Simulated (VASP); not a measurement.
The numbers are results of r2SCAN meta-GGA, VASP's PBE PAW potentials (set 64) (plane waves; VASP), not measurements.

A VASP calculation is set up with these files.

**KPOINTS**
```
Automatic mesh
0
Gamma
10 10 10
0 0 0
```

**INCAR**
```
# general
SYSTEM  = NiO
PREC    = Accurate
ENCUT   = 520   # plane-wave cut-off (eV)
LREAL   = F   # projection in real space or not
LASPH   = T   # aspherical one-centre terms

# electronic loop
EDIFF   = 1E-7   # SCF stop (eV)
NELM    = 100   # most electronic steps
ALGO    = Normal   # blocked Davidson
LMAXMIX = 4
LMIXTAU = T

# smearing
ISMEAR  = -5

# functional
METAGGA = R2SCAN

# spin
ISPIN   = 2   # spin-polarised
MAGMOM  = 1.6 -1.6 2*0.0

# ions
ISIF    = 2   # forces and stress, cell fixed

# output
LWAVE   = F
LCHARG  = F
LORBIT  = 11
NEDOS   = 601

# other
LEFG    = T
```

### KPOINTS_OPT
```
k-points along high-symmetry lines
8
Line-mode
Reciprocal
  0.000000   0.000000   0.000000 ! GAMMA
  0.500000   0.500000   0.500000 ! T

  0.500000   0.500000   0.500000 ! T
  0.812500   0.187500   0.500000 ! H_2

  0.500000  -0.187500   0.187500 ! H_0
  0.500000  -0.000000  -0.000000 ! L

  0.500000  -0.000000  -0.000000 ! L
  0.000000   0.000000   0.000000 ! GAMMA

  0.000000   0.000000   0.000000 ! GAMMA
  0.343750  -0.343750   0.000000 ! S_0

  0.656250   0.000000   0.343750 ! S_2
  0.500000   0.000000   0.500000 ! F

  0.500000   0.000000   0.500000 ! F
  0.000000   0.000000   0.000000 ! GAMMA
```

**POSCAR**
```
NiO
1
    4.1599694198     2.0769174919     2.0769174919
    2.0769174919     4.1599694198     2.0769174919
    2.0769174919     2.0769174919     4.1599694198
Ni O
2 2
Direct
  0.0000000000   0.0000000000   0.0000000000
  0.5000000000   0.5000000000   0.5000000000
  0.2500000000   0.2500000000   0.2500000000
  0.7500000000   0.7500000000   0.7500000000
```

POTCAR, in this order: Ni O (PBE.64 set). Program: vasp_std.

The resulting files:

### OUTCAR
```
 ion  position               nearest neighbor table
   1  0.000  0.000  0.000-   4 2.08   4 2.08   4 2.08   3 2.08   3 2.08   3 2.08   2 2.94   2 2.94
                             2 2.94   2 2.94   2 2.94   2 2.94
   2  0.500  0.500  0.500-   3 2.08   3 2.08   3 2.08   4 2.08   4 2.08   4 2.08   1 2.94   1 2.94
                             1 2.94   1 2.94   1 2.94   1 2.94
   3  0.250  0.250  0.250-   1 2.08   1 2.08   1 2.08   2 2.08   2 2.08   2 2.08
   4  0.750  0.750  0.750-   2 2.08   2 2.08   2 2.08   1 2.08   1 2.08   1 2.08
  LATTYP: Found a trigonal (rhomboedric) cell.
 ALAT       =     5.0923980707
 COS(alpha) =     0.8326770537
 Subroutine PRICEL returns following result:
  LATTYP: Found a trigonal (rhomboedric) cell.
 ALAT       =     2.9415441854
 COS(alpha) =     0.4985248231
 Subroutine GETGRP returns: Found 12 space group operations
The static configuration has the point symmetry D_3d.
The dynamic configuration has the point symmetry D_3d.
The overall configuration has the point symmetry D_3d.
 Subroutine INISYM returns: Found 12 space group operations
 Subroutine IBZKPT returns following result:
 Found    116 irreducible k-points:

 Following reciprocal coordinates:
            Coordinates               Weight
  0.000000  0.000000  0.000000      1.000000
  0.100000  0.000000  0.000000      6.000000
  0.200000  0.000000  0.000000      6.000000
  0.300000  0.000000  0.000000      6.000000
  0.400000  0.000000  0.000000      6.000000
  0.500000 -0.000000  0.000000      3.000000
  0.100000  0.100000 -0.000000      6.000000
  0.200000  0.100000  0.000000     12.000000
  0.300000  0.100000 -0.000000     12.000000
  0.400000  0.100000  0.000000     12.000000
  0.500000  0.100000  0.000000     12.000000
 -0.400000  0.100000 -0.000000     12.000000
 -0.300000  0.100000 -0.000000     12.000000
 -0.200000  0.100000 -0.000000     12.000000
 -0.100000  0.100000  0.000000      6.000000
  0.200000  0.200000 -0.000000      6.000000
...
```

File OSZICAR:
```
       N       E                     dE             d eps       ncg     rms          rms(c)
DAV:   1     0.243321063632E+03    0.24332E+03   -0.16265E+04  9472   0.216E+03
DAV:   2    -0.185876513126E+02   -0.26191E+03   -0.24490E+03  9520   0.419E+02
DAV:   3    -0.492367533737E+02   -0.30649E+02   -0.29159E+02 10644   0.164E+02
DAV:   4    -0.502479111790E+02   -0.10112E+01   -0.10047E+01 10376   0.313E+01
DAV:   5    -0.502776842850E+02   -0.29773E-01   -0.29804E-01 11456   0.507E+00    0.213E+01
DAV:   6    -0.418972653801E+02    0.83804E+01   -0.55220E+01 13988   0.130E+02    0.247E+01
DAV:   7    -0.402170463418E+02    0.16802E+01   -0.59510E+00 10888   0.681E+01    0.119E+01
DAV:   8    -0.405605000034E+02   -0.34345E+00   -0.15475E+00 13156   0.190E+01    0.779E+00
DAV:   9    -0.405466515683E+02    0.13848E-01   -0.17564E-01 13888   0.774E+00    0.162E+00
DAV:  10    -0.405603723991E+02   -0.13721E-01   -0.88275E-02 14512   0.575E+00    0.568E-01
DAV:  11    -0.405632468375E+02   -0.28744E-02   -0.14468E-02 10736   0.166E+00    0.242E-01
DAV:  12    -0.405634515354E+02   -0.20470E-03   -0.15725E-03 10868   0.534E-01    0.935E-02
DAV:  13    -0.405634977836E+02   -0.46248E-04   -0.11595E-04 13312   0.204E-01    0.241E-02
DAV:  14    -0.405635019490E+02   -0.41654E-05   -0.20978E-05 10744   0.641E-02    0.109E-02
DAV:  15    -0.405635111208E+02   -0.91718E-05   -0.49905E-06  9392   0.288E-02    0.300E-03
DAV:  16    -0.405635106841E+02    0.43670E-06   -0.31963E-07  8968   0.631E-03    0.103E-03
DAV:  17    -0.405635107688E+02   -0.84739E-07   -0.37351E-08  4972   0.237E-03
   1 F= -.40563511E+02 E0= -.40563511E+02  d E =0.000000E+00  mag=     0.0000
       N       E                     dE             ncg
```

**OUTCAR**
```
------------------------ aborting loop because EDIFF is reached ----------------------------------------
  FORCE on cell =-STRESS in cart. coord.  units (eV):
  Direction    XX          YY          ZZ          XY          YZ          ZX
  --------------------------------------------------------------------------------------
  Total       -0.0023808     -0.0023808     -0.0023808     -0.0185485     -0.0185485     -0.0185485
  in kB       -0.1057403     -0.1057403     -0.1057403     -0.8237961     -0.8237961     -0.8237961
  external PRESSURE =      -0.1057403 kB  Pullay stress =       0.0000000 kB
  volume of cell :       36.07
      direct lattice vectors                 reciprocal lattice vectors
     4.159969420  2.076917492  2.076917492     0.360137189 -0.119927656 -0.119927656
     2.076917492  4.159969420  2.076917492    -0.119927656  0.360137189 -0.119927656
     2.076917492  2.076917492  4.159969420    -0.119927656 -0.119927656  0.360137189
 POSITION                                       TOTAL-FORCE (eV/Angst)
 -----------------------------------------------------------------------------------
      0.00000      0.00000      0.00000        -0.000000      0.000000     -0.000000
      4.15690      4.15690      4.15690         0.000000      0.000000      0.000000
      2.07845      2.07845      2.07845         0.000000     -0.000000      0.000000
      6.23535      6.23535      6.23535        -0.000000     -0.000000      0.000000
 -----------------------------------------------------------------------------------
    total drift:                                0.000000     -0.000000     -0.000000
  FREE ENERGIE OF THE ION-ELECTRON SYSTEM (eV)
  ---------------------------------------------------
  free  energy   TOTEN  =       -40.5635107688 eV

  energy  without entropy=      -40.5635107688  energy(sigma->0) =      -40.56351077

 total charge

# of ion       s       p       d       tot
------------------------------------------
    1        0.336   0.422   8.210   8.968
    2        0.336   0.422   8.210   8.968
    3        1.560   3.481   0.000   5.041
    4        1.560   3.481   0.000   5.041
--------------------------------------------------
tot          3.792   7.807  16.420  28.019

 magnetization (x)

# of ion       s       p       d       tot
------------------------------------------
    1       -0.007  -0.012   1.576   1.556
    2        0.007   0.012  -1.576  -1.556
    3        0.000   0.000   0.000   0.000
    4        0.000   0.000   0.000   0.000
--------------------------------------------------
tot          0.000   0.000   0.000   0.000

 Electric field gradients after diagonalization (V/A^2)
 (convention: |V_zz| > |V_xx| > |V_yy|)
----------------------------------------------------------------------
 ion       V_xx      V_yy      V_zz     asymmetry (V_yy - V_xx)/ V_zz
----------------------------------------------------------------------
   1      -0.148    -0.148     0.296       0.000
   2      -0.148    -0.148     0.296       0.000
   3       1.643     1.643    -3.287       0.000
   4       1.643     1.643    -3.287       0.000
```
(Selected blocks of OUTCAR.)

The compound is NiO in the rock salt, AFM-II order structure. It was relaxed first.
